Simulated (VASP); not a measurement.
Given:

```
CELL_PARAMETERS angstrom
      2.78305     0.00000     0.00000
     -1.39152     2.41019     0.00000
      0.00000     0.00000     4.79511
ATOMIC_POSITIONS crystal
  Ag 0.00000 0.00000 0.50000
  Pt 0.66667 0.33333 0.00000
```

Method: PBEsol GGA, VASP's PBE PAW potentials (set 64) (plane waves; VASP). Run with 300 eV cut-off, 11×11×6 Γ-centred mesh, Gaussian smearing of 0.10 eV, potentials Ag Pt.

Task: Give the energies of bands 1 to 13 at the high-symmetry points, in eV from the Fermi level.

Result: 
| band | Γ | M | K | A | L | H |
|---|---|---|---|---|---|---|
| 1 | -8.67 | -6.19 | -5.40 | -7.55 | -6.24 | -5.26 |
| 2 | -6.40 | -5.86 | -4.97 | -6.53 | -6.13 | -4.87 |
| 3 | -4.37 | -5.62 | -4.68 | -4.42 | -5.21 | -4.80 |
| 4 | -4.37 | -3.89 | -4.58 | -4.42 | -5.02 | -4.66 |
| 5 | -4.10 | -3.58 | -4.52 | -4.40 | -3.50 | -4.44 |
| 6 | -3.22 | -3.49 | -3.17 | -3.49 | -2.31 | -3.23 |
| 7 | -3.22 | -2.47 | -2.78 | -3.49 | -2.15 | -2.76 |
| 8 | -2.79 | -2.29 | -1.93 | -3.46 | -1.33 | -2.63 |
| 9 | -2.79 | -0.66 | -1.51 | -2.37 | -0.90 | -1.65 |
| 10 | -0.47 | 0.69 | -1.23 | -2.37 | 0.70 | -0.56 |
| 11 | -0.47 | 1.24 | 4.02 | -0.52 | 1.31 | 5.01 |
| 12 | -0.47 | 3.50 | 4.91 | -0.52 | 1.56 | 5.81 |
| 13 | 4.36 | 7.34 | 5.07 | 10.92 | 5.98 | 6.63 |

It has no gap at this level: it comes out as a metal or semimetal.

The structure comes from a computed database's AgPt entry (P-6m2); how it stands against other phases isn't given here. The cell was not relaxed at this level. The electron count is odd and the run is not spin-polarised, which forces a metal.
